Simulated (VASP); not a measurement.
# HfTi2S5 (F-43m) in VASP: notebook, part 2 of 2

VASP 6.6.1. Earlier steps stand in the parts before.

## Step 4: Relaxation of cell and atoms, PBE

This run uses another cell than the first one, of 21.33 Å³/atom, 1.060 times its volume.

INCAR reads:

```
ALGO = Fast ; EDIFF = 1E-4
EDIFFG = -0.08 ; ENCUT = 520
GGA = PE ; IBRION = 2
ISIF = 3 ; ISMEAR = 0
LASPH = True ; LCHARG = False
LREAL = False ; LWAVE = False
NELM = 60 ; NSW = 24
PREC = Normal ; SIGMA = 0.15
```

KPOINTS reads:

```
k-points
0
Gamma
  3 3 3
```

POSCAR reads:

```
HfTi2S5
1.0
    0.0000000000      4.4020334200      4.4020334200
    4.4020334200      0.0000000000      4.4020334200
    4.4020334200      4.4020334200      0.0000000000
Hf Ti S
1 2 5
Direct
    0.5000000000      0.5000000000      0.5000000000
    0.0000000000      0.0000000000      0.0000000000
    0.2500000000      0.2500000000      0.2500000000
    0.7500000000      0.7500000000      0.7500000000
    0.1268459400      0.6194621800      0.1268459400
    0.1268459400      0.1268459400      0.1268459400
    0.6194621800      0.1268459400      0.1268459400
    0.1268459400      0.1268459400      0.6194621800
```

On the command line:

```sh
cat potpaw_PBE.64/Hf_pv/POTCAR potpaw_PBE.64/Ti_sv/POTCAR potpaw_PBE.64/S/POTCAR > POTCAR
mpirun -np 1 vasp_std > vasp.out
```

It took 13 min on 1 thread of Intel Xeon Platinum 8488C (Sapphire Rapids), shared host; peak memory 0.24 GiB.

It converged, with:

```yaml
Free_energy: -44.3317 eV
Relaxed_volume: 33.13 Å³/atom
Relaxed_cell: a = 7.210 Å, b = 7.210 Å, c = 7.210 Å, α = 60.00°, β = 60.00°, γ = 60.00°
Space_group_after_relaxing_to_0.05_Å: F-43m (No. 216)
Energy_gained_by_relaxing: 1128.0 meV/atom
Ionic_steps: 18
Pressure_after_relaxing: 0.1 GPa
Largest_force_after_relaxing: 0.056 eV/Å
Band_gap_on_the_k_mesh: 0.11 eV, indirect (least direct gap 0.23 eV)
```

Forces on the atoms (eV/Å):
```
Hf   0.000  0.000  0.000
Ti   0.000  0.000  0.000
Ti   0.000  0.000  0.000
S    0.000  0.000  0.000
S   -0.032  0.032 -0.032
S    0.032  0.032  0.032
S    0.032 -0.032 -0.032
S   -0.032 -0.032  0.032
```

The path:
```
step  energy change (eV)  largest force (eV/Å)  pressure (GPa)  volume (Å³)
   1              0.0000                2.2584           41.87       170.60
   2             35.1621                0.6680          -35.61       348.54
   3             -8.1661                1.0260            6.34       226.85
   4             -8.4151                1.7174            6.04       237.23
   5             24.3637                1.9036           -0.91       289.33
   6             -2.0663                1.2658            1.02       275.64
   7             -8.2685                1.8895           -1.15       279.50
   8             -8.9972                0.4402           -0.66       270.10
   9             -9.0031                0.3443           -0.68       270.42
  10             -9.0059                0.1023           -0.93       271.31
  11             -9.0061                0.1540           -0.92       271.14
  12             -9.0217                0.1278            0.24       263.64
  13             -9.0231                0.1289           -0.01       265.25
  14             -9.0231                0.1286           -0.02       265.09
  15             -9.0227                0.1271            0.08       264.37
  16             -9.0231                0.1269            0.10       264.82
  17             -9.0231                0.1279            0.10       264.97
  18             -9.0240                0.0560            0.08       265.01
```

Final structure:
```
Hf Ti S
1.0
     0.00000    5.09812    5.09812
     5.09812    0.00000    5.09812
     5.09812    5.09812    0.00000
Hf Ti S
1 2 5
Direct
  0.50000 0.50000 0.50000
  0.00000 0.00000 0.00000
  0.25000 0.25000 0.25000
  0.75000 0.75000 0.75000
  0.12514 0.62457 0.12514
  0.12514 0.12514 0.12514
  0.62457 0.12514 0.12514
  0.12514 0.12514 0.62457
```

Levels at points of the mesh, in eV from the valence-band top:
```csv
k point,band 30,band 31,band 32,band 33,band 34,band 35
"(0.00, 0.00, 0.00)",-0.33,-0.33,-0.33,0.11,0.11,0.20
```

Caveat: the volume moved by over 15 % at a fixed basis, so the end points are rough; spin-orbit coupling is left out, which moves the levels of the heavy elements; an odd mesh through Γ misses points on the zone boundary, where band edges often lie; the relaxation stopped at a loose force limit of 0.08 eV/Å, so its end isn't a converged minimum.

## Step 5: Relaxation of cell and atoms, PBE

This run uses another cell than the first one, of 19.76 Å³/atom, 0.982 times its volume.

INCAR is that of step 4.

KPOINTS reads:

```
k-points
0
Gamma
  5 5 1
```

POSCAR reads:

```
HfTi2S5
1.0
    3.5000000000      0.0000000000      0.0000000000
   -1.7500000000      3.0310889100      0.0000000000
    0.0000000000      0.0000000000     14.9000000000
Hf Ti S
1 2 5
Direct
    0.0000000000      0.0000000000      0.5000000000
    0.3333333300      0.6666666700      0.1050000000
    0.6666666700      0.3333333300      0.8950000000
    0.3333333300      0.6666666700      0.4030000000
    0.6666666700      0.3333333300      0.5970000000
    0.6666666700      0.3333333300      0.1910000000
    0.3333333300      0.6666666700      0.8090000000
    0.0000000000      0.0000000000      0.0000000000
```

On the command line:

```sh
cat potpaw_PBE.64/Hf_pv/POTCAR potpaw_PBE.64/Ti_sv/POTCAR potpaw_PBE.64/S/POTCAR > POTCAR
mpirun -np 1 vasp_std > vasp.out
```

Wall time 7.1 min (1 thread of Intel Xeon Platinum 8488C (Sapphire Rapids), shared host); peak memory 0.2 GiB.

The run converged. Its results:

| Property | Result |
| --- | --- |
| Free energy | -57.4077 eV |
| Relaxed volume | 20.86 Å³/atom |
| Relaxed cell | a = 3.554 Å, b = 3.554 Å, c = 15.255 Å, α = 90.00°, β = 90.00°, γ = 120.00° |
| Space group after relaxing (to 0.05 Å) | P-3m1 (No. 164) |
| Energy gained by relaxing | 23.5 meV/atom |
| Ionic steps | 24 |
| Pressure after relaxing | -0.1 GPa |
| Largest force after relaxing | 0.076 eV/Å |
| Band gap on the k mesh | none (metal or under the smearing width) |

Forces in eV/Å, atoms in the order of the input:
```
Hf   0.000  0.000  0.000
Ti   0.000  0.000 -0.062
Ti   0.000  0.000  0.062
S    0.000  0.000  0.014
S    0.000  0.000 -0.014
S    0.000  0.000 -0.076
S    0.000  0.000  0.076
S    0.000  0.000  0.000
```

Stress tensor (GPa, compression positive):
```
-0.19  0.00  0.00
 0.00 -0.19  0.00
 0.00  0.00  0.01
```

The path:
```
step  energy change (eV)  largest force (eV/Å)  pressure (GPa)  volume (Å³)
   1              0.0000                0.7981            3.73       158.07
   2             -0.0081                0.7196           -4.30       168.82
   3             -0.0946                0.3955           -0.75       163.47
   4             -0.0944                0.4065           -0.51       163.21
   5             -0.1197                0.3347           -0.25       162.58
   6             -0.1516                0.1397            0.38       160.67
   7             -0.1522                0.1364            0.36       160.84
   8             -0.1576                0.1980           -0.38       162.01
   9             -0.1576                0.2048           -0.43       162.21
  10             -0.1620                0.2154           -0.29       162.21
  11             -0.1664                0.2567            0.19       162.22
  12             -0.1708                0.1958            0.34       162.59
  13             -0.1793                0.0162            0.57       163.70
  14             -0.1749                0.4144            1.06       165.93
  15             -0.1810                0.1717            0.69       164.56
  16             -0.1838                0.1478            0.58       165.41
  17             -0.1855                0.1713           -0.39       167.98
  18             -0.1860                0.1453           -0.27       167.53
  19             -0.1857                0.1121           -0.15       166.60
  20             -0.1850                0.1278            0.11       166.01
  21             -0.1857                0.1140            0.11       166.48
  22             -0.1859                0.1116            0.13       166.56
  23             -0.1869                0.1015            0.00       166.65
  24             -0.1882                0.0758           -0.13       166.87
```

Final structure:
```
Hf Ti S
1.0
     3.55399    0.00000    0.00000
    -1.77699    3.07784    0.00000
     0.00000    0.00000   15.25490
Hf Ti S
1 2 5
Direct
  0.00000 0.00000 0.50000
  0.33333 0.66667 0.09534
  0.66667 0.33333 0.90466
  0.33333 0.66667 0.40282
  0.66667 0.33333 0.59718
  0.66667 0.33333 0.18221
  0.33333 0.66667 0.81779
  0.00000 0.00000 0.00000
```

Levels at points of the mesh, in eV from the Fermi level:
| k point | band 29 | band 30 | band 31 | band 32 | band 33 | band 34 | band 35 | band 36 |
| --- | --- | --- | --- | --- | --- | --- | --- | --- |
| (0.00, 0.00, 0.00) | -1.29 | -0.72 | -0.72 | -0.46 | -0.46 | 0.12 | 0.40 | 0.40 |

Caveat: the k mesh is coarse (spacing up to 0.42 Å⁻¹), so the values aren't converged; this functional lacks dispersion, which binds the layers, so the pressure and a relaxed spacing across them are unreliable; the relaxation stopped at a loose force limit of 0.08 eV/Å, so its end isn't a converged minimum. Spin-orbit coupling is left out, which matters for the levels of Hf.

## Step 6: Overview

| k mesh | mesh quality | gap on the mesh (eV) | pressure (GPa) | relaxed volume (Å³/atom) | largest force (eV/Å) |
| --- | --- | --- | --- | --- | --- |
| 3 × 3 × 3 | coarse | none | 0.0 | 32.08 | 0.02 |
| 3 × 3 × 3 | not flagged | 0.11 | 0.1 | 33.13 | 0.06 |
| 5 × 5 × 1 | coarse | none | -0.1 | 20.86 | 0.08 |

Alike in all rows: task relaxation of cell and atoms; level PBE; potentials or basis VASP PAW PBE potentials, release 64 (Hf_pv, Ti_sv, S); no spin polarisation; cell relaxed; cutoff (eV) 520; smearing gaussian 0.15 eV.

Caveats: some runs use coarse meshes; the relaxation stopped at a loose force limit of 0.08 eV/Å, so its end isn't a converged minimum; the volume moved by over 15 % at a fixed basis, so the end points are rough (some runs); spin-orbit coupling is left out, which moves the levels of the heavy elements (some runs); an odd mesh through Γ misses points on the zone boundary, where band edges often lie (some runs); this functional lacks dispersion, which binds the layers, so the pressure and a relaxed spacing across them are unreliable (some runs).

Total energies depend on the potentials used, so only differences within one code and one set of settings carry meaning.
